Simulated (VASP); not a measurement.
Input:

```yaml
crystal:
  lattice:
    - [4.13109, 0.00000, 0.00000]
    - [0.00000, 4.13109, 0.00000]
    - [0.00000, 0.00000, 4.13109]
  atoms:
    - { symbol: Cs, position: [0.00000, 0.00000, 0.00000] }
    - { symbol: Cl, position: [0.50000, 0.50000, 0.50000] }
```

These are PBE GGA with D3 dispersion (Becke-Johnson damping), VASP's PBE PAW potentials (set 64) (plane waves; VASP 6.6.1) values and carry that method's errors. Run with 520 eV cut-off, Gaussian smearing of 0.050 eV, potentials Cs_sv Cl.

Unless said otherwise, spin-orbit coupling is left out, though it shifts the bands of the heavy elements here.

Task: Give the energies of bands 3 to 11 at the high-symmetry points, in eV from the valence-band maximum.

Result: 
```csv
band,Γ,X,M,R
3,-5.88,-6.40,-6.64,-6.40
4,-5.88,-5.74,-6.64,-6.40
5,-5.88,-5.74,-5.66,-6.40
6,0.00,-1.16,-0.43,-1.08
7,0.00,-0.23,-0.43,-1.08
8,0.00,-0.23,-0.05,-1.08
9,5.23,6.41,5.95,8.47
10,5.40,7.58,6.02,8.47
11,5.40,8.85,7.97,8.47
```

The gap is direct, 5.23 eV, from the valence maximum at Γ to the conduction minimum at Γ.

Measured: gap 8.35 eV at 80 K (computed value off by -3.12 eV), as given by Wikipedia, Caesium chloride.

The compound is CsCl in the CsCl type structure. It was relaxed first.
